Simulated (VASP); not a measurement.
A run of VASP 6.6.1 is set up as follows.

INCAR

```
SYSTEM = Ag
PREC = Accurate
ENCUT = 400
EDIFF = 1E-7
ISMEAR = 0
SIGMA = 0.01
LREAL = .False.
LASPH = .True.
NELM = 60
ALGO = Fast
ISIF = 2
LWAVE = .False.
LCHARG = .False.
ISPIN = 2
MAGMOM = 0.5
LORBIT = 11
NUPDOWN = 1
LMAXMIX = 4
GGA = PE
IVDW = 12
IBRION = 2
NSW = 120
EDIFFG = -0.03
ISYM = 0
```

The input KPOINTS:

```
Automatic mesh
0
Gamma
  1 1 1
  0 0 0
```

Contents of POSCAR:

```
Ag
1.0
   10.5000000000      0.0000000000      0.0000000000
    0.0000000000     11.0000000000      0.0000000000
    0.0000000000      0.0000000000     11.5000000000
Ag
1
Selective dynamics
Direct
    0.5000000000      0.5045454545      0.5000000000  F F F
```

Potentials or basis: VASP PAW PBE potentials, release 64 (Ag).

Run with:

```bash
$ cat potpaw_PBE.64/Ag/POTCAR > POTCAR
$ mpirun -np 4 vasp_gam > vasp.out
```

Q: Predict the dispersion energy per atom.

A: -0.001 eV.

Final structure:
```cif
data_structure
_symmetry_space_group_name_H-M 'P 1'
_symmetry_Int_Tables_number 1
_cell_length_a 10.5000
_cell_length_b 11.0000
_cell_length_c 11.5000
_cell_angle_alpha 90.000
_cell_angle_beta 90.000
_cell_angle_gamma 90.000
_cell_volume 1328.25
loop_
_atom_site_label
_atom_site_type_symbol
_atom_site_fract_x
_atom_site_fract_y
_atom_site_fract_z
_atom_site_occupancy
Ag1 Ag 0.50000 0.50455 0.50000 1
```

Caveat: the relaxation stopped at its first step, so nothing moved; the total moment is fixed, so each spin has its own Fermi level.
